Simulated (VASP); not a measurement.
Given:

```yaml
crystal:
  lattice:
    - [0.00000, 1.85603, 1.85603]
    - [1.85603, 0.00000, 1.85603]
    - [1.85603, 1.85603, 0.00000]
  atoms:
    - { symbol: Cu, position: [0.00000, 0.00000, 0.00000] }
```

The numbers are results of vdW-DF2, VASP's PBE PAW potentials (set 64) (plane waves; VASP), not measurements. Run with 520 eV cut-off, 17×17×17 Γ-centred mesh, first-order Methfessel-Paxton smearing of 0.10 eV, potentials Cu.

Problem. Estimate the energy per atom (σ→0), pressure, band gap (on the k-mesh) with the smallest direct gap where there is one.

Solution. 
```json
{
  "band gap (on the k-mesh)": "none (metal, semimetal or under 0.01 eV)",
  "energy per atom (σ→0)": "-0.367 eV/atom",
  "pressure": "3.38 GPa"
}
```

The compound is Cu in the fcc structure. This cell is one point of a volume scan, at 0.97 of the reference volume.
